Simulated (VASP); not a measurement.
Level of theory: optB88-vdW, VASP's PBE PAW potentials (set 64) (plane waves; VASP).

VASP ran on this input.

POSCAR:
```
MoSi2
1
   -1.5845425578     1.5845425578     3.8681725976
    1.5845425578    -1.5845425578     3.8681725976
    1.5845425578     1.5845425578    -3.8681725976
Si Mo
2 1
Direct
  0.6642181158   0.6642181158   0.0000000000
  0.3357818842   0.3357818842   0.0000000000
  0.0000000000   0.0000000000   0.0000000000
```

INCAR:
```
LREAL  =  .FALSE.   ! projection in real space or not
ISMEAR  =  1   ! Methfessel-Paxton
LWAVE  =  .FALSE.
IBRION  =  2   ! conjugate gradients
PREC  =  Accurate
AGGAC  =  0.0
ALGO  =  Normal   ! blocked Davidson
LUSE_VDW  =  .TRUE.
PARAM2  =  0.22
LMAXMIX  =  4
SYSTEM  =  MoSi2
EDIFFG  =  -0.01   ! ionic stop
LASPH  =  .TRUE.
PARAM1  =  0.1833333333
NELM  =  100   ! most electronic steps
ISIF  =  4
NSW  =  30
ENCUT  =  520
LCHARG  =  .FALSE.
SIGMA  =  0.1   ! width (eV)
GGA  =  BO
EDIFF  =  1E-7   ! SCF stop (eV)
```

### KPOINTS
```
Automatic mesh
0
Gamma
13 13 13
0 0 0
```

POTCAR, in this order: Si Mo_sv (PBE.64 set). Program: vasp_std.

Output of the run:

### OSZICAR
```
       N       E                     dE             d eps       ncg     rms          rms(c)
DAV:   1     0.130291706863E+03    0.13029E+03   -0.11573E+04  5904   0.140E+03
DAV:   2    -0.146702719111E+02   -0.14496E+03   -0.14314E+03  7231   0.340E+02
DAV:   3    -0.177157802977E+02   -0.30455E+01   -0.29992E+01  7763   0.445E+01
DAV:   4    -0.177300352564E+02   -0.14255E-01   -0.14254E-01  6790   0.363E+00
DAV:   5    -0.177301608865E+02   -0.12563E-03   -0.12562E-03  7903   0.313E-01    0.222E+01
DAV:   6    -0.171186574457E+02    0.61150E+00   -0.61725E+00  6881   0.172E+01    0.515E+00
DAV:   7    -0.170335847169E+02    0.85073E-01   -0.93403E-01  6609   0.641E+00    0.490E+00
DAV:   8    -0.170125948252E+02    0.20990E-01   -0.10013E-01  6993   0.270E+00    0.449E-01
DAV:   9    -0.170128729968E+02   -0.27817E-03   -0.24155E-03  7245   0.430E-01    0.233E-01
DAV:  10    -0.170129685490E+02   -0.95552E-04   -0.64269E-04  7287   0.221E-01    0.448E-02
DAV:  11    -0.170129768929E+02   -0.83439E-05   -0.14572E-04  7154   0.100E-01    0.301E-02
DAV:  12    -0.170129744531E+02    0.24397E-05   -0.29147E-05  6832   0.386E-02    0.647E-03
DAV:  13    -0.170129740717E+02    0.38147E-06   -0.12047E-06  6818   0.105E-02    0.248E-03
DAV:  14    -0.170129740461E+02    0.25522E-07   -0.30205E-08  3724   0.133E-03
   1 F= -.17012974E+02 E0= -.17012879E+02  d E =-.170130E+02
       N       E                     dE             d eps       ncg     rms          rms(c)
DAV:   1    -0.170198440042E+02   -0.68699E-02   -0.24143E-01  6209   0.475E+00    0.433E-01
DAV:   2    -0.170158914251E+02    0.39526E-02   -0.80675E-03  7497   0.748E-01    0.218E-01
DAV:   3    -0.170147564224E+02    0.11350E-02   -0.30288E-03  7539   0.451E-01    0.838E-02
DAV:   4    -0.170147250894E+02    0.31333E-04   -0.18555E-04  6587   0.107E-01    0.304E-02
DAV:   5    -0.170147217204E+02    0.33690E-05   -0.12073E-05  7224   0.230E-02    0.130E-02
DAV:   6    -0.170147216210E+02    0.99364E-07   -0.20583E-06  7378   0.990E-03    0.224E-03
DAV:   7    -0.170147216070E+02    0.14050E-07   -0.14371E-07  3970   0.298E-03
   2 F= -.17014722E+02 E0= -.17014680E+02  d E =-.174756E-02
       N       E                     dE             d eps       ncg     rms          rms(c)
DAV:   1    -0.170151581574E+02   -0.43654E-03   -0.12696E-02  6216   0.109E+00    0.991E-02
DAV:   2    -0.170149529706E+02    0.20519E-03   -0.41112E-04  7504   0.171E-01    0.498E-02
DAV:   3    -0.170148938256E+02    0.59145E-04   -0.16050E-04  7525   0.104E-01    0.188E-02
DAV:   4    -0.170148923448E+02    0.14808E-05   -0.91422E-06  6538   0.236E-02    0.697E-03
DAV:   5    -0.170148921592E+02    0.18561E-06   -0.57526E-07  7224   0.503E-03    0.298E-03
DAV:   6    -0.170148921528E+02    0.64306E-08   -0.99692E-08  3760   0.220E-03
   3 F= -.17014892E+02 E0= -.17014852E+02  d E =-.191811E-02
       N       E                     dE             d eps       ncg     rms          rms(c)
DAV:   1    -0.170153074345E+02   -0.41528E-03   -0.16591E-02  6846   0.115E+00    0.984E-02
DAV:   2    -0.170150556773E+02    0.25176E-03   -0.66612E-04  7000   0.203E-01    0.523E-02
DAV:   3    -0.170149951926E+02    0.60485E-04   -0.16268E-04  7287   0.101E-01    0.196E-02
DAV:   4    -0.170149903254E+02    0.48671E-05   -0.19385E-05  7175   0.343E-02    0.778E-03
DAV:   5    -0.170149900048E+02    0.32066E-06   -0.13732E-06  6755   0.782E-03    0.383E-03
DAV:   6    -0.170149899832E+02    0.21551E-07   -0.11067E-07  4089   0.243E-03
   4 F= -.17014990E+02 E0= -.17014948E+02  d E =-.978304E-04
```

OUTCAR:
```
------------------------ aborting loop because EDIFF is reached ----------------------------------------
  FORCE on cell =-STRESS in cart. coord.  units (eV):
  Direction    XX          YY          ZZ          XY          YZ          ZX
  --------------------------------------------------------------------------------------
  Total        3.2809392      3.2809392      3.3137410      0.0000000     -0.0000000      0.0000000
  in kB      135.3116261    135.3116261    136.6644281      0.0000000     -0.0000000      0.0000000
  external PRESSURE =     135.7625601 kB  Pullay stress =       0.0000000 kB
  volume of cell :       38.85
      direct lattice vectors                 reciprocal lattice vectors
    -1.582530160  1.582530160  3.878016647     0.000000000  0.315949745  0.128931886
     1.582530160 -1.582530160  3.878016647     0.315949745  0.000000000  0.128931886
     1.582530160  1.582530160 -3.878016647     0.315949745  0.315949745  0.000000000
 POSITION                                       TOTAL-FORCE (eV/Angst)
 -----------------------------------------------------------------------------------
      0.00000      0.00000      5.16025         0.000000      0.000000     -0.008224
      0.00000      0.00000      2.59578        -0.000000     -0.000000      0.008224
      1.58253      1.58253      3.87802         0.000000      0.000000      0.000000
 -----------------------------------------------------------------------------------
    total drift:                                0.000000     -0.000000      0.000000
  FREE ENERGIE OF THE ION-ELECTRON SYSTEM (eV)
  ---------------------------------------------------
  free  energy   TOTEN  =       -17.0149899832 eV

  energy  without entropy=      -17.0148647663  energy(sigma->0) =      -17.01494824

 reached required accuracy - stopping structural energy minimisation
```
(Selected blocks of OUTCAR.)

### CONTCAR
```
MoSi2
   1.00000000000000
    -1.5825301597359502    1.5825301597359502    3.8780166468756714
     1.5825301597359502   -1.5825301597359502    3.8780166468756714
     1.5825301597359502    1.5825301597359502   -3.8780166468756714
  Si              Mo
     2     1
Direct
     0.6653209586365872    0.6653209586365872    0.0000000000000000
     0.3346790413634127    0.3346790413634127    0.0000000000000000
     1.0000000000000000    1.0000000000000000    1.0000000000000000
```

The compound is MoSi2 in the MoSi2 type structure. This cell is one point of a volume scan, at 0.94 of the reference volume. Symmetry was kept, so distortions that lower it aren't found.
